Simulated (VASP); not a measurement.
OSZICAR of a VASP run on VSi$_{2}$ (relaxed from the CrSi2 structure, space group P6_222):

File OSZICAR:
```
       N       E                     dE             d eps       ncg     rms          rms(c)
DAV:   1     0.621948541926E+03    0.62195E+03   -0.29341E+04  3968   0.139E+03
DAV:   2    -0.227588863575E+02   -0.64471E+03   -0.63216E+03  3725   0.462E+02
DAV:   3    -0.747375923043E+02   -0.51979E+02   -0.50162E+02  4633   0.117E+02
DAV:   4    -0.762801964148E+02   -0.15426E+01   -0.15250E+01  4392   0.200E+01
DAV:   5    -0.763066952738E+02   -0.26499E-01   -0.26458E-01  4372   0.278E+00    0.442E+01
DAV:   6    -0.740756009878E+02    0.22311E+01   -0.15715E+02  4824   0.701E+01    0.202E+01
DAV:   7    -0.696180889262E+02    0.44575E+01   -0.83471E+01  4595   0.543E+01    0.163E+01
DAV:   8    -0.687031563360E+02    0.91493E+00   -0.73346E+00  4634   0.168E+01    0.114E+00
DAV:   9    -0.687119344720E+02   -0.87781E-02   -0.10959E-01  4390   0.191E+00    0.756E-01
DAV:  10    -0.687107975157E+02    0.11370E-02   -0.79163E-03  4381   0.652E-01    0.291E-01
DAV:  11    -0.687104597045E+02    0.33781E-03   -0.23203E-03  4752   0.270E-01    0.309E-02
DAV:  12    -0.687104630671E+02   -0.33626E-05   -0.53367E-05  4822   0.407E-02    0.118E-02
DAV:  13    -0.687104617602E+02    0.13069E-05   -0.26304E-06  4368   0.107E-02    0.636E-03
DAV:  14    -0.687104604247E+02    0.13355E-05   -0.82851E-07  3822   0.607E-03    0.168E-03
DAV:  15    -0.687104602875E+02    0.13720E-06   -0.45204E-08  2496   0.150E-03    0.604E-04
DAV:  16    -0.687104601848E+02    0.10268E-06   -0.11519E-08  2486   0.986E-04    0.171E-04
DAV:  17    -0.687104601604E+02    0.24453E-07   -0.21355E-09  2491   0.264E-04
   1 F= -.68710460E+02 E0= -.68710460E+02  d E =0.000000E+00
```

Q: Which electronic solver shows in the log?

A: It is blocked Davidson (ALGO = Normal, or the opening steps of other solvers). The INCAR had ALGO = Normal.

Q: How was spin treated?

A: Without spin polarisation: there is no mag entry.

Q: Can the final energy be trusted as converged?

A: The calculation finished and met its thresholds. It stopped with EDIFF = 1E-7, NELM = 100 (PBEsol GGA, plane waves, VASP's PBE PAW potentials (set 64)).

The structure was generated: VSi2 was put into the CrSi2 type (P6_222), which need not be its known phase. It was relaxed first. The run is not spin-polarised, so no magnetic state was tried. The electron count is odd and the run is not spin-polarised, which forces a metal.
